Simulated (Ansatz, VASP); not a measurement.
**SiO2 in two plane-wave programs**

One calculation is typed for both programs; each brings its own data sets. How far apart do they land? The cell is taken from a series of runs on this material, whose earlier steps may have relaxed, scaled, displaced or heated it; both programs get it as it stands.

Calculated with Ansatz 0.2.0; plane waves, with VASP 6.6.1 beside it; relaxation of cell and atoms at PBE with D3(BJ) and zone-centre phonons at PBE with D3(BJ).

### 1. Set-up

Symmetry: P3_221, No. 154, trigonal system. The conventional cell has a = 4.917 Å, b = 4.917 Å, c = 5.422 Å, α = 90.00°, β = 90.00°, γ = 120.00°. Nearest to Si lie 4 O at 1.62 to 1.63 Å. O has 2 Si at 1.62 to 1.63 Å nearest. Farther neighbours and most contacts between anions are not listed.

### 2. Ansatz: relaxation of cell and atoms, PBE with D3(BJ)

Ansatz runs on its PAW soft_1 files.

The relaxed volume is the usual yardstick between codes: in a stiff, nearly cubic crystal its relative difference is about their pressure difference at one cell divided by the bulk modulus.

input.yaml

```yaml
crystal:
  lattice:
    - [4.9168092754, 0.0, 0.0]
    - [-2.4584046377, 4.2580817381, 0.0]
    - [0.0, 0.0, 5.4224763626]
  atoms:
    - { symbol: Si, position: [0.4662118151, 0.0, 0.6666666667] }
    - { symbol: Si, position: [0.0, 0.4662118151, 0.3333333333] }
    - { symbol: Si, position: [0.5337881849, 0.5337881849, 0.0] }
    - { symbol: O, position: [0.4101650348, 0.2737955589, 0.77990523] }
    - { symbol: O, position: [0.7262044411, 0.1363694758, 0.4465718967] }
    - { symbol: O, position: [0.8636305242, 0.5898349652, 0.1132385634] }
    - { symbol: O, position: [0.2737955589, 0.4101650348, 0.22009477] }
    - { symbol: O, position: [0.1363694758, 0.7262044411, 0.5534281033] }
    - { symbol: O, position: [0.5898349652, 0.8636305242, 0.8867614366] }
kpoints:
  mp_grid: { grid: [6, 6, 4] }
hamiltonian:
  xc: pbe
  dispersion: d3bj
  pseudopotentials: { kind: paw, azcp: { folder: soft_1 } }
scf:
  occupations: { method: fixed }
output:
  forces: true
  stress: true
  eigenvalues: true
relax:
  adjacent_minimum: "off"
  f_tol: 0.001
  max_steps: 60
  cell: { stress_tol: 0.01 }
```

Started as:

```console
ansatz run input.yaml --threads 4 --pin off --max-ram 8192MiB --backend cpu --events-out ev --progress --plain --runs-dir out
```

Numbers of over 12 decimals in the logs are rounded to 6 here.

Output:

```text
Engine: ansatz 0.2.0, x86_64-unknown-linux-gnu
Pseudopotentials: kind: paw
Pseudopotential: Si, paw, valence charge 4, recommended cutoff 420 eV (normal), soft_1/Si.paw.azcp
Pseudopotential: O, paw, valence charge 6, recommended cutoff 420 eV (normal), soft_1/O.paw.azcp
Functional definition: PBE
  parameter kappa = 0.804
  parameter beta = 0.066725
  exchange = pbe_x(kappa = kappa, mu = beta*pi^2/3)
  correlation = pbe_c(beta = beta)
Crystal: 9 atoms, lattice volume = 113.526 Å³
Basis set: ecut = 420 eV, 2209 PW (Γ), exchange–correlation on 72×72×80 points (8 copies of the dense FFT grid, shifted against one another)
Bands: 33, of which v1, the nominal top of the filled ones, is band 24 counted from 1 (23 counted from 0)
Symmetry: 6 space group operations
Space group: P3221 (ITA 154), of the structure as read, at distance tolerance 4.8e-5 Å
k-points: 24 of 144 (time reversal used)
Non-local potential: Si, projectors of the file, l = 0: 2, l = 1: 2, l = 2: 1
Non-local potential: O, projectors of the file, l = 0: 2, l = 1: 2, l = 2: 1
PAW form: soft (Blöchl's): semilocal exchange-correlation on the pseudo side does not see the compensation charge
PAW one-centre angular grid: Si, 110 points (default); XC on 64 Gauss nodes
PAW one-centre angular grid: O, 110 points (default); XC on 64 Gauss nodes
Initial density: superposition of atomic densities (chi_scale 0.1, normalization cell, long waves kept (reshape's long-wave potential 0.01 eV rms))
Initial wavefunctions: pseudopotential atomic-orbital guess
Functional: x = pbe(κ = 0.804, μ = 0.219515), c = pbe(β = 0.066725)
SCF iter   1: F=—  HF=-5328.312840 eV  |F-HF|=—  |Δ(HF+E_count)|=         —  Δρ=1.31e-1  dr2=1.76e1  ethr=3.10e-3  ⟨swp⟩=5.0  Hψ=3349  notcnv=0  defer=149
preconditioner: auto → Resta (q_TF=auto, 2.364 Å⁻¹)  ε∞=2.8  [insulator: Δε(μ)=7.143 eV  Ē_g=17.961 eV  n_scr=22 (ndim 8)  ℏωp=24.1 eV  f_vac=0.003  ε∞_Penn≈2.8]
SCF iter   2: F=—  HF=-5323.529677 eV  |F-HF|=—  |Δ(HF+E_count)|=    4.78e0  Δρ=4.39e-2  dr2=9.05e-1  ethr=3.10e-3  ⟨swp⟩=3.7  Hψ=2069  notcnv=0  defer=144
SCF iter   3: F=—  HF=-5323.478822 eV  |F-HF|=—  |Δ(HF+E_count)|=   5.09e-2  Δρ=2.19e-2  dr2=2.95e-1  ethr=1.88e-3  ⟨swp⟩=2.0  Hψ=808  notcnv=0  defer=161
SCF iter   4: F=—  HF=-5323.501042 eV  |F-HF|=—  |Δ(HF+E_count)|=   2.22e-2  Δρ=1.54e-3  dr2=2.03e-3  ethr=6.16e-4  ⟨swp⟩=3.0  Hψ=1352  notcnv=0  defer=163
SCF iter   5: F=—  HF=-5323.505320 eV  |F-HF|=—  |Δ(HF+E_count)|=   4.28e-3  Δρ=2.74e-4  dr2=1.12e-4  ethr=4.23e-6  ⟨swp⟩=3.0  Hψ=1286  notcnv=0  defer=166
SCF iter   6: F=—  HF=-5323.505473 eV  |F-HF|=—  |Δ(HF+E_count)|=   1.53e-4  Δρ=6.37e-5  dr2=6.71e-6  ethr=2.33e-7  ⟨swp⟩=2.0  Hψ=1225  notcnv=0  defer=166
SCF iter   7: F=—  HF=-5323.505491 eV  |F-HF|=—  |Δ(HF+E_count)|=   1.72e-5  Δρ=1.14e-5  dr2=1.39e-7  ethr=1.40e-8  ⟨swp⟩=2.0  Hψ=1372  notcnv=0  defer=159
[...]
SCF iter   4: F=-5323.505481 eV  HF=-5323.505481 eV  |F-HF|=9.09e-13  |Δ(HF+E_count)|=  5.00e-11  Δρ=5.28e-8  dr2=2.29e-12  ethr=1.00e-12  ⟨swp⟩=16.0  Hψ=6073  notcnv=0
SCF 3 converged in 4 iterations: F = -5323.505481 eV  dr2 = 2.29e-12
relax step   3: F+E_penalty+E_count = -5323.50548072 eV  Δ(F+E_penalty+E_count) = -1.182e-11 eV  max|allowed force component| = 5.154e-4 eV/Å  Δτ_max = 0.0000 Å  P = +0.005 GPa  Ω = 113.531 Å³  stress off target by 8.31e-3 GPa  SCF on the basis re-selected at this cell (its energy is not comparable with the rows above)  (4 SCF iters)
basis re-selected at this cell: Δ(F+E_penalty+E_count) = -1.182e-11 eV, ΔP = +0.000 GPa vs the last step (what re-selecting the basis moved, of the pressure what is left beyond the Pulay correction that the steps carried, after the strain that the cell walked since its last selection, with what the two solves' SCF thresholds leave and, on support functions, any second-order correction that the steps lacked; it is no  [...]
SCF converged after 4 iterations
Free energy (F): -5323.505481 eV
Harris-Foulkes:  -5323.505481 eV  (|F-HF|=9.09e-13)
Internal energy: -5323.505481 eV  (E = F + TS)
E sigma→0 (E₀):  -5323.505481 eV
Fermi energy:    2.491728 eV
--- Per-component energies (eV) ---
  E_band       = -203.849721
  E_kinetic    = 1164.938316
  E_local      = -2888.277607  (includes V_loc(G=0)·N_el)
  E_nonlocal   = 379.534835
  E_hartree    = 1054.997365
  E_xc         = -602.768572
  E_vxc        = -696.583355  (∫ρ·V_xc dr)
  E_paw        = -2517.868941  (= ΣΔE_a)
  E_vpaw       = -273.461704  (= ΣTr[D̂ρ^β])
  E_aug_tail   = 0.004996  (compensation charges beyond the density's cutoff)
  E_ewald      = -1912.782490
  E_disp       = -1.283383  (pairwise vdW)
  E_smearing   = -0.000000  (= −TS)
  E_closure    = -0.000000  (closes the sum)
  Σ components = -5323.505481   (vs F -5323.505481, Δ=0.00e0)
--- Forces (eV/Å), atoms counted from 1 ---
  atom   1  Si    -0.00051539    -0.00000000     0.00000000
  atom   2  Si     0.00025769    -0.00044634    -0.00000000
  atom   3  Si     0.00025769     0.00044634     0.00000000
  atom   4  O      0.00026138    -0.00004203     0.00012232
  atom   5  O     -0.00009429     0.00024738     0.00012232
  atom   6  O     -0.00016709    -0.00020535     0.00012232
  atom   7  O     -0.00016709     0.00020535    -0.00012232
  atom   8  O      0.00026138     0.00004203    -0.00012232
  atom   9  O     -0.00009429    -0.00024738    -0.00012232
  max |Σ_I F_I| component: 4.51e-17 eV/Å
--- Stress (GPa, compression-positive) ---
        0.003323       0.000000      -0.000000
        0.000000       0.003323       0.000000
       -0.000000      -0.000000       0.008305
  P = ⅓ Tr σ = 0.0050 GPa (0.050 kbar)
--- Band table (eV; the first three rows and the last of 24) ---
  k-point 0: bands = [... 20 lower, 1.4741, 1.6885, 2.2153, 2.2153, 8.3276, 11.6902, 11.6902, 12.2624, ... 5 higher]
  k-point 1: bands = [... 20 lower, 1.3961, 1.8535, 2.3020, 2.3795, 8.9334, 11.5321, 11.6050, 11.7363, ... 5 higher]
  k-point 2: bands = [... 20 lower, 1.2686, 2.2091, 2.2091, 2.4207, 10.2949, 10.2949, 11.5464, 12.0851, ... 5 higher]
  k-point 23: bands = [... 20 lower, 1.5828, 1.7644, 1.9477, 1.9477, 11.1857, 12.0922, 12.0922, 12.4381, ... 5 higher]
--- Relaxed structure (2 steps of the walk, 2 accepted, 1 SCFs on fresh bases) ---
  F+E_penalty+E_count = -5323.50548072 eV   max|allowed force component| = 5.154e-4 eV/Å   (the final SCF, on the basis selected at the relaxed cell)
  cell:  # Å, volume = 113.5306 Å³
    - [4.916832, 0, 0]
    - [-2.458416, 4.258101, 0]
    - [0, 0, 5.422650]
  atoms:
    - { symbol: Si, position: [0.466213, 0, 0.666667] }
    - { symbol: Si, position: [8.32661871865916e-17, 0.466213, 0.333333] }
    - { symbol: Si, position: [0.533787, 0.533787, 0] }
    - { symbol: O, position: [0.410168, 0.273794, 0.779910] }
    - { symbol: O, position: [0.726206, 0.136374, 0.446577] }
    - { symbol: O, position: [0.863626, 0.589832, 0.113243] }
    - { symbol: O, position: [0.273794, 0.410168, 0.220090] }
    - { symbol: O, position: [0.136374, 0.726206, 0.553423] }
    - { symbol: O, position: [0.589832, 0.863626, 0.886757] }
```

In the SCF lines HF is the Harris–Foulkes energy and dr2 the Hartree energy of the density residual, in eV; the loop may stop once dr2 is under the threshold and the program's other checks hold. Hψ counts applications of the Hamiltonian.

### 3. VASP: relaxation of cell and atoms, PBE with D3(BJ)

The same cell, functional and mesh now go to VASP, with its own data sets.

Lines of VASP's logs that name or quote its potential files are left out, and so is its time.

INCAR

```
SYSTEM = SiO2
PREC = Accurate
ENCUT = 600
EDIFF = 1E-07
NELM = 120
ISMEAR = 0
SIGMA = 0.01
LREAL = .FALSE.
ALGO = Normal
GGA = PE
IVDW = 12
NBANDS = 33
LORBIT = 11
LWAVE = .FALSE.
LCHARG = .FALSE.
ISIF = 3
IBRION = 2
NSW = 80
EDIFFG = -0.005
LASPH = .TRUE.
GGA_COMPAT = .FALSE.
NELMIN = 4
EFERMI = MIDGAP
KPAR = 2
```

POSCAR

```
SiO2
1.0
    4.9168090000      0.0000000000      0.0000000000
   -2.4584050000      4.2580820000      0.0000000000
    0.0000000000      0.0000000000      5.4224760000
Si O
3 6
Direct
    0.4662119273      0.0000000000      0.6666666667
    0.0000000768      0.4662117827      0.3333333333
    0.5337881993      0.5337882173      0.0000000000
    0.4101650898      0.2737955727      0.7799053421
    0.7262043663      0.1363693795      0.4465720088
    0.8636306298      0.5898348130      0.1132384911
    0.2737955795      0.4101649522      0.2200948423
    0.1363694614      0.7262044273      0.5534281756
    0.5898350451      0.8636303857      0.8867615089
```

KPOINTS

```
Automatic mesh
0
Gamma
6 6 4
0 0 0
```

PAW data sets: Si and O (PBE family, release 64).

Started as:

```console
mpirun -np 2 vasp_std
```

Output:

```text
[banner, memory and clock lines left out]
running    2 mpi-ranks, on    1 nodes
 distrk:  each k-point on    1 cores,    2 groups
 distr:  one band on    1 cores,    1 groups

 POSCAR found type information on POSCAR SiO
 POSCAR found :  2 types and       9 ions
 LDA part: xc-table for (Slater+PW92), standard interpolation
 POSCAR, INCAR and KPOINTS ok, starting setup
 FFT: planning ... GRIDC
 FFT: planning ... GRID_SOFT
 FFT: planning ... GRID
 WAVECAR not read
 entering main loop
       N       E                     dE             d eps       ncg     rms          rms(c)
DAV:   1     0.301144987223E+03    0.30114E+03   -0.27306E+04  1584   0.151E+03
DAV:   2    -0.603877775098E+02   -0.36153E+03   -0.35020E+03  2012   0.323E+02
DAV:   3    -0.801142311761E+02   -0.19726E+02   -0.19648E+02  2008   0.797E+01
DAV:   4    -0.803359819039E+02   -0.22175E+00   -0.22154E+00  1968   0.943E+00
DAV:   5    -0.803394043960E+02   -0.34225E-02   -0.34211E-02  1968   0.115E+00    0.248E+01
DAV:   6    -0.710612373905E+02    0.92782E+01   -0.35718E+01  1880   0.321E+01    0.118E+01
DAV:   7    -0.710926976628E+02   -0.31460E-01   -0.10090E+00  1944   0.500E+00    0.433E+00
DAV:   8    -0.710969442981E+02   -0.42466E-02   -0.45986E-02  1943   0.167E+00    0.165E+00
DAV:   9    -0.711097888125E+02   -0.12845E-01   -0.24500E-02  1848   0.116E+00    0.335E-01
DAV:  10    -0.711113049823E+02   -0.15162E-02   -0.33243E-03  1975   0.313E-01    0.101E-01
DAV:  11    -0.711112448854E+02    0.60097E-04   -0.91195E-04  1976   0.178E-01    0.161E-02
DAV:  12    -0.711112518499E+02   -0.69644E-05   -0.25271E-05  1966   0.300E-02    0.145E-02
DAV:  13    -0.711112533105E+02   -0.14607E-05   -0.11612E-05  1952   0.189E-02    0.375E-03
DAV:  14    -0.711112539317E+02   -0.62118E-06   -0.55174E-07  1943   0.431E-03    0.756E-04
DAV:  15    -0.711112539311E+02    0.65029E-09   -0.30564E-08  1392   0.101E-03
   1 F= -.72394448E+02 E0= -.72394448E+02  d E =-.723944E+02
[...]
2 F= -.72394413E+02 E0= -.72394413E+02  d E =0.349451E-04
[...]
3 F= -.72394526E+02 E0= -.72394526E+02  d E =-.782861E-04
[...]
4 F= -.72394548E+02 E0= -.72394548E+02  d E =-.219310E-04
[...]
5 F= -.72394550E+02 E0= -.72394550E+02  d E =-.237556E-04
[...]
6 F= -.72394560E+02 E0= -.72394560E+02  d E =-.988670E-05
 trial-energy change:   -0.000010  1 .order   -0.000010   -0.000013   -0.000008
 step:   0.4609(harm=  0.4609)  dis= 0.00067  next Energy=   -72.394568 (dE=-0.177E-04)
 bond charge predicted
       N       E                     dE             d eps       ncg     rms          rms(c)
DAV:   1    -0.711102897188E+02   -0.12787E-03   -0.16655E-03  1586   0.264E-01    0.154E-02
DAV:   2    -0.711102890231E+02    0.69573E-06   -0.26967E-05  2014   0.318E-02    0.747E-03
DAV:   3    -0.711102885514E+02    0.47172E-06   -0.11426E-06  1844   0.662E-03    0.336E-03
DAV:   4    -0.711102884397E+02    0.11166E-06   -0.22416E-07  1379   0.335E-03    0.899E-04
DAV:   5    -0.711102884039E+02    0.35830E-07   -0.35230E-08  1047   0.129E-03
   7 F= -.72394567E+02 E0= -.72394567E+02  d E =-.164160E-04
 curvature:  -0.80 expect dE=-0.678E-05 dE for cont linesearch -0.108E-11
 trial: gam= 0.00759 g(F)=  0.704E-05 g(S)=  0.145E-05 ort = 0.190E-07 (trialstep = 0.223E+00)
 search vector abs. value=  0.850E-05
 reached required accuracy - stopping structural energy minimisation
```

Parts of OUTCAR (step 3):

```text
ion  position               nearest neighbor table
   1  0.466  0.000  0.667-   8 1.62   4 1.62   5 1.63   9 1.63   3 3.06   2 3.06   2 3.06   3 3.06

  LATTYP: Found a hexagonal cell.
 ALAT       =     4.9168090000
 C/A-ratio  =     1.1028445482

 Subroutine GETGRP returns: Found  6 space group operations
 (whereof  2 operations were pure point group operations)

The static configuration has the point symmetry C_2 .
 The point group associated with its full space group is D_3 .

 Found     24 irreducible k-points:

   k-points           NKPTS =     24   k-points in BZ     NKDIM =     24   number of bands    NBANDS=     33

   dimension x,y,z NGX =    40 NGY =   40 NGZ =   48
   dimension x,y,z NGXF=    80 NGYF=   80 NGZF=   96

   ENCUT  =  600.0 eV  44.10 Ry    6.64 a.u.   9.82  9.82 10.83*2*pi/ulx,y,z

   NELECT =      48.0000    total number of electrons

 k-points in reciprocal lattice and weights: Automatic mesh
   0.00000000  0.00000000  0.00000000       0.007
   0.16666667 -0.00000000  0.00000000       0.042
   0.33333333  0.00000000  0.00000000       0.042
   0.50000000  0.00000000  0.00000000       0.021
   0.16666667  0.16666667  0.00000000       0.042
   0.33333333  0.16666667  0.00000000       0.083
   0.33333333  0.33333333  0.00000000       0.014
   0.00000000  0.00000000  0.25000000       0.014
   0.16666667 -0.00000000  0.25000000       0.042
[...]
0.33333333  0.16666667  0.50000000       0.083
   0.33333333  0.33333333  0.50000000       0.014

 Edisp (eV)   -1.28440

 average (electrostatic) potential at core
       1 -86.5388       2 -86.5388       3 -86.5388       4 -72.3823       5 -72.3823
       6 -72.3823       7 -72.3823       8 -72.3823       9 -72.3823

 E-fermi :   4.0036

 k-point     1 :       0.0000    0.0000    0.0000
  band No.  band energies     occupation
    ...
     20       0.0690      2.00000
     21       0.0690      2.00000
     22       0.2831      2.00000
     23       0.8044      2.00000
     24       0.8044      2.00000
     25       6.9242      0.00000
     26      10.2703      0.00000
     27      10.2703      0.00000
     28      10.8446      0.00000
     29      10.8446      0.00000
    ...

 k-point     2 :       0.1667   -0.0000    0.0000
  band No.  band energies     occupation
    ...
     20       0.0180      2.00000
     21       0.0871      2.00000
     22       0.2354      2.00000
     23       0.8420      2.00000
     24       0.8787      2.00000
     25       7.3561      0.00000
     26      10.2635      0.00000
     27      10.3214      0.00000
     28      10.7960      0.00000
     29      10.9570      0.00000
    ...

 k-point     3 :       0.3333    0.0000    0.0000
  band No.  band energies     occupation
    ...
     20       0.0033      2.00000
     21       0.0919      2.00000
     22       0.2953      2.00000
     23       0.8483      2.00000
     24       0.9912      2.00000
     25       8.3646      0.00000
     26      10.2814      0.00000
     27      10.3343      0.00000
     28      10.8609      0.00000
     29      11.2951      0.00000
    ...

 Edisp (eV)   -1.28428

  Total      -0.01134    -0.01134     0.00356     0.00000     0.00000    -0.00000
  in kB      -0.16009    -0.16009     0.05024     0.00000     0.00000    -0.00000
  external pressure =       -0.09 kB  Pullay stress =        0.00 kB

  energy-cutoff  :      600.00
  volume of cell :      113.44
      direct lattice vectors                 reciprocal lattice vectors
     4.915128962  0.000000000 -0.000000000     0.203453461  0.117463921 -0.000000000
    -2.457564981  4.256627044 -0.000000000    -0.000000000  0.234927794  0.000000000
     0.000000000 -0.000000000  5.422139211     0.000000000  0.000000000  0.184429053

 POSITION                                       TOTAL-FORCE (eV/Angst)
 -----------------------------------------------------------------------------------
     -0.16781      4.25663      3.61476         0.001228      0.000000      0.000000
     -1.14488      1.98298      1.80738        -0.000614      0.001063      0.000000
      1.31269      2.27364      5.42214        -0.000614     -0.001063      0.000000
      1.34335      1.16651      4.22917        -0.002381      0.000811     -0.004153
      3.23322      0.58012      2.42179         0.000489     -0.002467     -0.004153
      2.79612      2.50999      0.61441         0.001892      0.001657     -0.004153
      0.33856      1.74663      1.19297         0.001892     -0.001657      0.004153
     -1.11422      3.09011      3.00035        -0.002381     -0.000811      0.004153
      0.77566      3.67651      4.80773         0.000489      0.002467      0.004153
 -----------------------------------------------------------------------------------
    total drift:                               -0.001722      0.003963     -0.002299

  FREE ENERGIE OF THE ION-ELECTRON SYSTEM (eV)
  ---------------------------------------------------
  free  energy   TOTEN  =       -72.3945665039 eV

  energy  without entropy=      -72.3945665039  energy(sigma->0) =      -72.39456650

 reached required accuracy - stopping structural energy minimisation

 total charge
# of ion       s       p       d       tot
------------------------------------------
    1        0.643   0.986   0.000   1.628
    2        0.643   0.986   0.000   1.628
    3        0.643   0.986   0.000   1.628
    4        1.546   3.689   0.000   5.236
    5        1.546   3.689   0.000   5.236
    6        1.546   3.689   0.000   5.236
    7        1.546   3.689   0.000   5.236
    8        1.546   3.689   0.000   5.236
    9        1.546   3.689   0.000   5.236
--------------------------------------------------
tot         11.207  25.094   0.000  36.300

[... 3 further parts left out ...]
```

CONTCAR:

```
SiO2
   1.00000000000000
     4.9151289621052419    0.0000000001973452   -0.0000000000000000
    -2.4575649807108686    4.2566270438920322   -0.0000000000000000
     0.0000000000000000   -0.0000000000000000    5.4221392110035405
  Si              O
     3     6
Direct
     0.4658581544260650    0.9999999999999939    0.6666666667000030
     0.0000000768000015    0.4658580098260802    0.3333333332999970
     0.5341419721739326    0.5341419901739259    1.0000000000000000
     0.4103323848239793    0.2740466082244500    0.7799821056253660
     0.7259533307755549    0.1362856389995220    0.4466487723253619
     0.8637143703004710    0.5896675179760372    0.1133152546253638
     0.2740466150244480    0.4103322472239631    0.2200180787746350
     0.1362857208995318    0.7259533917755586    0.5533514120746321
     0.5896677500760273    0.8637141262004729    0.8866847453746363
```

The run keeps the 6 symmetry operations of its start, so it cannot find a distortion of lower symmetry.

### 4. Comparison

Known differences besides the potentials themselves: fixed occupations in Ansatz, narrow Gaussian smearing in VASP; the cutoff is 420 eV in Ansatz and 600 eV in VASP; Ansatz adds a Pulay correction to the stress that steers its cell, VASP none. Total energies have different zeros and are not compared.

Compared:

| quantity | Ansatz | VASP | difference |
| --- | --- | --- | --- |
| volume (Å³) | 113.53 | 113.44 | +0.08 % |
| edge a after relaxation, in the typed setting (Å) | 4.917 | 4.915 | +0.03 % |
| edge c after relaxation, in the typed setting (Å) | 5.423 | 5.422 | +0.01 % |

(Continued in part 2 of 2.)

[Lines on the potential files, build, host, timing and source positions are cut from VASP's logs without a mark.]

[Logs are printed without paths, hosts, clocks, repeated set-up lines and the standing remarks that a program may print on its own settings, such as how far it seeks lower states.]

[Hosts, paths, dates, database ids (printed as entryN), source tags and the programs' standing remarks are cut or masked in the printed files.]
